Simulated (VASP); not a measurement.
Set up this calculation in VASP 6.6.1, as the native input.

```yaml
Task: single point
Functional: LDA
Potentials_or_basis: VASP PAW LDA potentials, release 64 (Li_sv, H)
Cutoff: 520 eV
k_mesh: 3 × 3 × 3
Occupations: fermi-dirac, width 0.15 eV
Spin: no spin polarisation
Dipole_correction: no
Further_INCAR_settings: LREAL = Auto; ALGO = Fast; EDIFF = 1e-07; NBANDS = 38
```

The structure of Li16H (a cell with a defect) lies in POSCAR:

```
Li16H
1.0
    6.9800000000      0.0000000000      0.0000000000
    0.0000000000      6.9800000000      0.0000000000
    0.0000000000      0.0000000000      6.9800000000
Li H
16 1
Direct
    0.0213896848     -0.0209885387      0.0068194842
    0.5475787966      0.0328366762      0.0511031519
   -0.0170200573      0.5290544413     -0.0007020057
    0.0649140401      0.0542406877      0.4701862464
    0.2375501433      0.3016905444      0.2148280802
    0.5120630372      0.5134097421      0.0082234957
    0.5011891117     -0.0183954155      0.4519054441
    0.8016045845      0.2537535817      0.1898137536
   -0.0183810888      0.4639971347      0.5624785100
    0.2367621777      0.7287535817      0.2158452722
    0.2783810888      0.2652292264      0.7451289398
    0.5116762178      0.4474928367      0.5091833811
    0.7712750716      0.7400716332      0.2831661891
    0.7846131805      0.2804871060      0.7888395415
    0.3006446991      0.7353295129      0.7229512894
    0.7190687679      0.7227650430      0.8031805158
    0.7592979943      0.0466618911      0.1250859599
```

The cell was built by a generator and needn't be a form met in nature.

These files were run (other wordings do the same):

INCAR

```
SYSTEM = Li16H
  PREC = Accurate
  ENCUT = 520
  EDIFF = 1E-7
  ISMEAR = -1
  SIGMA = 0.15
  LREAL = Auto
  LASPH = .TRUE.
  NELM = 60
  ALGO = Fast
  ISIF = 2
  LWAVE = .FALSE.
  LCHARG = .FALSE.
  GGA = CA
  NBANDS = 38
```

KPOINTS

```
regular mesh
0
G
  3 3 3
  0 0 0
```

Potentials or basis: VASP PAW LDA potentials, release 64 (Li_sv, H).

Launch:

```sh
$ cat potpaw_LDA.64/Li_sv/POTCAR potpaw_LDA.64/H/POTCAR > POTCAR
$ mpirun -np 1 vasp_std > vasp.out
```

Results of the run:

```json
{
 "Largest force": "1.262 eV/Å",
 "Band gap on the k mesh": "none (metal or under the smearing width)"
}
```

It took 11 min on 1 thread of Intel(R) Xeon(R) Platinum 8488C (Sapphire Rapids), on a shared host, peak memory 0.35 GiB.
